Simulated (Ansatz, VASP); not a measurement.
# GaN: VASP beside Ansatz, part 3 of 3

One calculation is typed for both programs; each brings its own data sets. How far apart do they land? The cell is taken from a series of runs on this material, whose earlier steps may have relaxed, scaled, displaced or heated it; both programs get it as it stands.

VASP 6.6.1 and Ansatz 0.2.0.

So far: The structure; VASP: zone-centre phonons, LDA.

## (3) Ansatz: zone-centre phonons, LDA

Level of this step: Ansatz beside VASP: Kohn-Sham DFT, plane waves, LDA (Ansatz).

Ansatz runs on norm-conserving files, of PseudoDojo where its log says so.

The same cell, functional (in two slightly different forms) and mesh now go to Ansatz, which takes its cutoff from its data sets.

input.yaml reads:

```yaml
crystal:
  lattice:
    - [3.1529034889, 0.0, 0.0]
    - [-1.5764517445, 2.7304945171, 0.0]
    - [0.0, 0.0, 5.140641243]
  atoms:
    - { symbol: Ga, position: [0.3333333333, 0.6666666667, -0.0006922875] }
    - { symbol: Ga, position: [0.6666666667, 0.3333333333, 0.4993077125] }
    - { symbol: "N", position: [0.3333333333, 0.6666666667, 0.3756922875] }
    - { symbol: "N", position: [0.6666666667, 0.3333333333, 0.8756922875] }
kpoints:
  mp_grid: { grid: [9, 9, 6] }
hamiltonian:
  xc: lda
  pseudopotentials: { kind: nc, accuracy: standard }
scf:
  occupations: { method: fixed }
output:
  eigenvalues: true
phonons:
  method: dfpt
  dielectric: true
  rigid_motions: translations
```

Started as:

```sh
$ ansatz run input.yaml --threads 4 --pin off --max-ram 16384MiB --backend cpu --events-out ev --progress --plain --runs-dir out
```

Output:

```text
Engine: ansatz 0.2.0, aarch64-unknown-linux-gnu
Pseudopotentials: kind: nc
Pseudopotential: Ga, nc, valence charge 13, recommended cutoff 1088.45545 eV (normal), Ga.nc.azcp (PseudoDojo's, or run here from an input of PseudoDojo's; its table is named by hamiltonian.pseudopotentials.accuracy)
Pseudopotential: N, nc, valence charge 5, recommended cutoff 1142.878222 eV (normal), N.nc.azcp (PseudoDojo's, or run here from an input of PseudoDojo's; its table is named by hamiltonian.pseudopotentials.accuracy)
Functional definition: SPW92
  exchange = slater_x
  correlation = pw_c
Crystal: 4 atoms, lattice volume = 44.256 Å³
Basis set: ecut = 1142.878222 eV, 3899 PW (Γ), exchange–correlation on 72×72×120 points (8 copies of the dense FFT grid, shifted against one another)
Bands: 22, of which v1, the nominal top of the filled ones, is band 18 counted from 1 (17 counted from 0)
Symmetry: 12 space group operations
k-points: 140 of 486 (irreducible under 2 space group operations, time reversal used)
Non-local potential: Ga, projectors of the file, l = 0: 2, l = 1: 2, l = 2: 2
Non-local potential: N, projectors of the file, l = 0: 2, l = 1: 2
Initial density: superposition of atomic densities (chi_scale 0.1, normalization cell, long waves kept (reshape's long-wave potential 0.00 eV rms))
Initial wavefunctions: pseudopotential atomic-orbital guess
Functional: x = slater, c = lda
SCF iter   1: F=—  HF=-4723.788883 eV  |F-HF|=—  |Δ(HF+E_count)|=         —  Δρ=9.25e-2  dr2=4.19e0  ethr=3.10e-3  ⟨swp⟩=5.7  Hψ=12895  notcnv=0  defer=264
preconditioner: auto → Resta (q_TF=auto, 2.636 Å⁻¹)  ε∞=4.9  [insulator: Δε(μ)=2.989 eV  Ē_g=17.016 eV  n_scr=22 (ndim 8)  ℏωp=33.5 eV  f_vac=0.000  ε∞_Penn≈4.9]
SCF iter   2: F=—  HF=-4722.659187 eV  |F-HF|=—  |Δ(HF+E_count)|=    1.13e0  Δρ=3.44e-2  dr2=3.96e-1  ethr=3.10e-3  ⟨swp⟩=2.0  Hψ=6530  notcnv=0  defer=246
SCF iter   3: F=—  HF=-4722.558466 eV  |F-HF|=—  |Δ(HF+E_count)|=   1.01e-1  Δρ=1.55e-2  dr2=8.60e-2  ethr=1.10e-3  ⟨swp⟩=2.0  Hψ=3368  notcnv=0  defer=277
SCF iter   4: F=—  HF=-4722.536009 eV  |F-HF|=—  |Δ(HF+E_count)|=   2.25e-2  Δρ=2.07e-3  dr2=1.30e-3  ethr=2.39e-4  ⟨swp⟩=2.5  Hψ=4704  notcnv=0  defer=277
SCF iter   5: F=—  HF=-4722.536318 eV  |F-HF|=—  |Δ(HF+E_count)|=   3.09e-4  Δρ=3.94e-4  dr2=5.02e-5  ethr=3.61e-6  ⟨swp⟩=2.6  Hψ=4699  notcnv=0  defer=277
SCF iter   6: F=—  HF=-4722.536337 eV  |F-HF|=—  |Δ(HF+E_count)|=   1.96e-5  Δρ=5.42e-5  dr2=7.82e-7  ethr=1.40e-7  ⟨swp⟩=2.4  Hψ=5073  notcnv=0  defer=4
SCF iter   7: F=—  HF=-4722.536429 eV  |F-HF|=—  |Δ(HF+E_count)|=   9.19e-5  Δρ=1.20e-5  dr2=4.40e-8  ethr=2.17e-9  ⟨swp⟩=2.3  Hψ=5295  notcnv=0
SCF iter   8: F=—  HF=-4722.536429 eV  |F-HF|=—  |Δ(HF+E_count)|=   7.62e-9  Δρ=1.75e-6  dr2=7.69e-10  ethr=1.22e-10  ⟨swp⟩=2.7  Hψ=5434  notcnv=0
SCF iter   9: F=-4722.536429 eV  HF=-4722.536429 eV  |F-HF|=4.18e-11  |Δ(HF+E_count)|=  7.28e-12  Δρ=5.46e-7  dr2=6.55e-11  ethr=1.00e-12  ⟨swp⟩=9.0  Hψ=20969  notcnv=0
SCF 1 converged in 9 iterations: F = -4722.536429 eV  dr2 = 6.55e-11
NSCF: frozen V_eff on 4 k-points
DFPT response loops at Γ: preconditioner auto → Resta (q_TF=auto, 2.636 Å⁻¹)  ε∞=5.3 (no band partly filled); β = 1.00, the filter's whole step (`scf.mixing.beta` (0.50) is not read by the response loops at its default; to damp them type it under 1.00, their step now; it binds the ground state too); Broyden in place of MSR1
── the response to a field inside a basis, on 10×10×6 k-points: an SCF that follows is theirs, and a resumed run solves both again ──
Bands: 19, of which v1, the nominal top of the filled ones, is band 18 counted from 1 (17 counted from 0)
k-points: 90 of 600 (irreducible under 4 space group operations, time reversal used)
Initial density: handed on by an earlier stage of this run
Initial wavefunctions: pseudopotential atomic-orbital guess (no wavefunctions were taken with the density)
Eigensolver: Dense (90 Hₖ)
SCF iter   1: F=—  HF=-4722.521989 eV  |F-HF|=—  |Δ(HF+E_count)|=         —  Δρ=1.69e-4  dr2=1.37e-6  ethr=1.00e-1
preconditioner: auto → Resta (q_TF=auto, 2.636 Å⁻¹)  ε∞=5.9  [insulator: Δε(μ)=2.601 eV  Ē_g=15.058 eV  n_scr=22 (ndim 8)  ℏωp=33.5 eV  f_vac=0.006  ε∞_Penn≈5.9]
SCF iter   2: F=—  HF=-4722.521990 eV  |F-HF|=—  |Δ(HF+E_count)|=   8.30e-7  Δρ=8.41e-5  dr2=3.28e-7  ethr=3.80e-9
SCF iter   3: F=-4722.521990 eV  HF=-4722.521990 eV  |F-HF|=4.11e-10  |Δ(HF+E_count)|=   3.66e-7  Δρ=7.38e-6  dr2=1.07e-8  ethr=9.11e-10
SCF 1 converged in 3 iterations: F = -4722.521990 eV  dr2 = 1.07e-8
DFPT response loops at Γ: preconditioner auto → Resta (q_TF=auto, 2.636 Å⁻¹)  ε∞=4.8 (no band partly filled); β = 1.00, the filter's whole step (`scf.mixing.beta` (0.50) is not read by the response loops at its default; to damp them type it under 1.00, their step now; it binds the ground state too); Broyden in place of MSR1
WARN: field response: ε∞ stands inside a basis, on 10×10×6 points; the force constants stand on the 9×9×6 k-mesh, whose period is 12.03 times the interband length at k = (0.0000, 0.0000, 0.0000), direct gap 2.163 eV, under 14: take them and everything formed from them as unconverged, and compare with a denser kpoints.mp_grid
SCF converged after 9 iterations
Free energy (F): -4722.536429 eV
Harris-Foulkes:  -4722.536429 eV  (|F-HF|=4.18e-11)
Internal energy: -4722.536429 eV  (E = F + TS)
E sigma→0 (E₀):  -4722.536429 eV
Fermi energy:    10.793180 eV
--- Per-component energies (eV) ---
  E_band       = 24.465293
  E_kinetic    = 3810.187094
  E_local      = -3066.145157  (includes V_loc(G=0)·N_el)
  E_nonlocal   = -2140.812653
  E_hartree    = 1170.736546
  E_xc         = -1289.147380
  E_vxc        = -920.236955  (∫ρ·V_xc dr)
  E_ewald      = -3207.354880
  E_smearing   = -0.000000  (= −TS)
  E_closure    = 0.000000  (closes the sum)
  Σ components = -4722.536429   (vs F -4722.536429, Δ=0.00e0)
--- Band table (eV; the first three rows and the last of 140) ---
  k-point 0: bands = [... 14 lower, 9.7133, 10.7403, 10.7932, 10.7932, 12.9560, 15.1929, 20.0154, 20.7331]
  k-point 1: bands = [... 14 lower, 9.7822, 9.9541, 10.7174, 10.7174, 13.5996, 15.2496, 19.8234, 20.7668]
  k-point 2: bands = [... 14 lower, 9.9729, 9.9729, 10.5129, 10.5129, 14.5743, 15.3468, 19.4216, 19.8455]
  k-point 139: bands = [... 14 lower, 7.7101, 7.7101, 8.9492, 8.9492, 16.5831, 16.5831, 18.8819, 18.8819]
--- Phonons (Γ-DFPT): 4 representative perturbations + reference, on 140 of 486 k-points (Σ response iterations 12) ---
  k mesh reduced under 2 symmetry operations, with k and −k counted as one. Each operation leaves every solved perturbation unchanged. A smaller set is not considered because the run solves the response to a homogeneous field
  ASR residual: 2.595e-4 → 0.000e0 eV/Å²; symmetrization residual: 2.618e-5 eV/Å²
  ASR residual per site (eV/Å²): 2.36e-4 2.36e-4 2.59e-4 2.59e-4
  Γ frequencies (cm⁻¹): 0.00 0.00 0.00 140.29 140.29 335.37 537.33 559.22 559.22 567.73 567.73 697.69
  ε∞ (high-frequency dielectric tensor):
        5.632878     0.000000     0.000000
        0.000000     5.632878     0.000000
        0.000000     0.000000     5.806327
  ε⁰ (static dielectric tensor: ions relaxed, cell fixed):
        9.758372     0.000000     0.000000
        0.000000     9.758372     0.000000
        0.000000     0.000000    10.747301
  ε⁰ − ε∞ (ionic part):
        4.125493     0.000000    -0.000000
        0.000000     4.125493     0.000000
       -0.000000     0.000000     4.940974
  softest optical mode at Γ: 140.29 cm⁻¹; the repairs (sum rule, projections) moved no ω² at Γ by more than (3.34 cm⁻¹)²
  Born effective charges Z* (e; rows j = field, columns β = displacement):
    site 0:
         2.60137    0.00000    0.00000
         0.00000    2.60137    0.00000
         0.00000   -0.00000    2.73542
    site 1:
         2.60137    0.00000   -0.00000
         0.00000    2.60137   -0.00000
        -0.00000   -0.00000    2.73542
    site 2:
        -2.60137   -0.00000    0.00000
        -0.00000   -2.60137    0.00000
         0.00000    0.00000   -2.73542
    site 3:
        -2.60137   -0.00000    0.00000
        -0.00000   -2.60137   -0.00000
         0.00000    0.00000   -2.73542
  Z* charge neutrality: 3.096e-3 e pre-enforcement
  solved inside a basis spanned on kpoints, on 10×10×6 k-points, its susceptibility summed on 18×18×10: ε∞ is read to err by 1.6e-2, Z* by 2.0e-2 e (field_mesh: kpoints solves on kpoints); Z* is corrected for what the basis lacks
  optical modes at Γ without the LO–TO term, one row a degenerate level:
      ω (cm⁻¹)  modes    IR ((D/Å)²/amu)
        140.29      2             0.0000
        335.37      1             0.0000
        537.33      1            29.6006
[...]
optical modes at Γ + LO–TO along q̂ = [1.0000, 0.0000, 0.0000]:
      ω (cm⁻¹)  modes    IR ((D/Å)²/amu)
[...]
optical modes at Γ + LO–TO along q̂ = [0.0000, 1.0000, 0.0000]:
      ω (cm⁻¹)  modes    IR ((D/Å)²/amu)
[...]
697.69      1             0.0000
        736.05      1            26.7705
  optical modes at Γ + LO–TO along q̂ = [0.0000, 0.0000, 1.0000]:
      ω (cm⁻¹)  modes    IR ((D/Å)²/amu)
        140.29      2             0.0000
        335.37      1             0.0000
        559.22      2            53.5409
        567.73      2             0.0000
        697.69      1             0.0000
        731.03      1            29.6006
```

## (4) Comparison

Known differences besides the potentials themselves: the two LDA forms differ slightly; fixed occupations in Ansatz, narrow Gaussian smearing in VASP; VASP's response is taken on the typed mesh, Ansatz refines its own for the field response alone; the cutoff is 1142.88 eV in Ansatz and 600 eV in VASP; VASP's log shows a relativistic correction to its local exchange, Ansatz's none; VASP's log repeats an internal error in its field response. Total energies have different zeros and are not compared.

Compared:

| quantity | Ansatz | VASP | difference |
| --- | --- | --- | --- |
| ε∞ xx | 5.63 | 5.62 | +0.28 % |
| ε∞ yy | 5.63 | 5.62 | +0.28 % |
| ε∞ zz | 5.81 | 5.77 | +0.64 % |
| Born charge of Ga1 (mean of the diagonal) (e) | 2.65 | 2.63 | +0.02 |
| Born charge of N3 (mean of the diagonal) (e) | -2.65 | -2.63 | -0.02 |
| optical mode 1 to 2 (cm⁻¹) | 140.3 | 139.0 | +0.96 % |
| optical mode 3 (cm⁻¹) | 335.4 | 338.2 | -0.84 % |
| optical mode 4 (cm⁻¹) | 537.3 | 542.2 | -0.90 % |
| optical mode 5 to 6 (cm⁻¹) | 559.2 | 564.7 | -0.96 % |
| optical mode 7 to 8 (cm⁻¹) | 567.7 | 573.7 | -1.04 % |
| optical mode 9 (cm⁻¹) | 697.7 | 701.3 | -0.51 % |

Modes are paired by rising frequency, not by their patterns, so a pair may set unlike modes beside each other; they are those without the splitting of longitudinal modes.

## (5) Results

```
r.m.s. difference of the optical zone-centre modes, each program's sorted by frequency (zone-centre phonons, LDA) : 4.5 cm⁻¹
difference in optical mode 7 to 8 (zone-centre phonons, LDA)                                                      : -1.0 %
```

**Reading.** The r.m.s. difference of the optical zone-centre modes, each program's sorted by frequency is 4.5 cm⁻¹ (zone-centre phonons, LDA). Among the rows given in per cent, the largest difference of the zone-centre phonons, LDA pair is in optical mode 7 to 8, -1.0 %. Such differences can come from data sets, numerical settings and the points named under the comparisons, not from the functional's error against experiment.

[Lines on the potential files, build, host, timing and source positions are cut from VASP's logs without a mark.]

[Logs are printed without paths, hosts, clocks, repeated set-up lines and the standing remarks that a program may print on its own settings, such as how far it seeks lower states.]

[Hosts, paths, dates, database ids (printed as entryN), source tags and the programs' standing remarks are cut or masked in the printed files.]
